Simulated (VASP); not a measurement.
VASP ran on this input.

File POSCAR:
```
K
1
   -2.6435794761     2.6435794761     2.6435794761
    2.6435794761    -2.6435794761     2.6435794761
    2.6435794761     2.6435794761    -2.6435794761
K
1
Direct
  1.0000000000   1.0000000000   1.0000000000
```

### KPOINTS
```
Automatic
0
gamma
  10 10 10
0 0 0
```

### INCAR
```
LCHARG=F
LREAL=F   # projection in real space or not
ISMEAR=1
PREC=Accurate
METAGGA=R2SCAN
ISIF=2   # forces and stress, cell fixed
NELM=100
SIGMA=0.1   # width (eV)
ALGO=Normal
SYSTEM=K
EDIFF=1E-7   # SCF stop (eV)
LWAVE=F
LMIXTAU=T
ENCUT=520   # plane-wave cut-off (eV)
LASPH=T
```

POTCAR, in this order: K_sv (PBE.64 set). Program: vasp_std.

Question: Write an equivalent input for Ansatz.

Answer: One equivalent input (not run):
Ansatz 0.2 input:
```yaml
crystal:
  lattice:
    - [-2.6435795, 2.6435795, 2.6435795]
    - [2.6435795, -2.6435795, 2.6435795]
    - [2.6435795, 2.6435795, -2.6435795]
  atoms:
    - { symbol: K, position: [1.0000000, 1.0000000, 1.0000000] }
kpoints:
  mp_grid: { grid: [10, 10, 10] }
hamiltonian:
  xc: r2scan
  pseudopotentials: { kind: paw }
scf:
  occupations: { method: methfessel_paxton, width: 0.1 }
  max_iter: 100
output: { forces: true, stress: true, eigenvalues: true }
```
What does not carry over: each code has its own PAW files, so the cut-off isn't converted (ENCUT is set for VASP's; basis.ecutwfc is left out, and Ansatz then takes the one that its files recommend); Ansatz stops its SCF on the density residual and VASP on the energy change (EDIFF).

The compound is K in the bcc structure. This cell is one point of a volume scan, at 0.97 of the reference volume.
